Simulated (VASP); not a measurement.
Si2N, 3 atoms in the cell. It takes space group I4/mmm (No. 139, tetragonal). Conventional cell: a = 4.091 Å, b = 4.091 Å, c = 4.797 Å, α = 90.00°, β = 90.00°, γ = 90.00°. Around Si (site symmetry -4m2) lie 4 N at 2.37 Å and 2 Si at 2.40 Å. N (site symmetry 4/mmm) is surrounded by 8 Si at 2.37 Å. The cell was built by a generator and needn't be a form met in nature.

| Property | Result |
| --- | --- |
| Program | VASP 6.6.1 |
| Task | optical spectrum |
| Functional | PBEsol |
| Potentials or basis | VASP PAW PBE potentials, release 64 (Si, N) |
| Cutoff | 520 eV |
| k mesh | 9 × 9 × 9 |
| Occupations | gaussian, width 0.02 eV |
| Spin | no spin polarisation |
| Further INCAR settings | ALGO = Normal; EDIFF = 1e-06; NBANDS = 30 |

Potentials or basis: VASP PAW PBE potentials, release 64 (Si, N).

Launch:

```console
$ cat potpaw_PBE.64/Si/POTCAR potpaw_PBE.64/N/POTCAR > POTCAR
$ mpirun -np 1 vasp_std > vasp.out
```

Hardware: 1 thread of Intel(R) Xeon(R) 6975P-C (Granite Rapids), on a shared host.

Estimate the wall time of this run.

Run time: 30 s on 1 thread of Intel(R) Xeon(R) 6975P-C (Granite Rapids) (shared host), peak memory 0.24 GiB. Counts: scf iterations 12, k points 75.
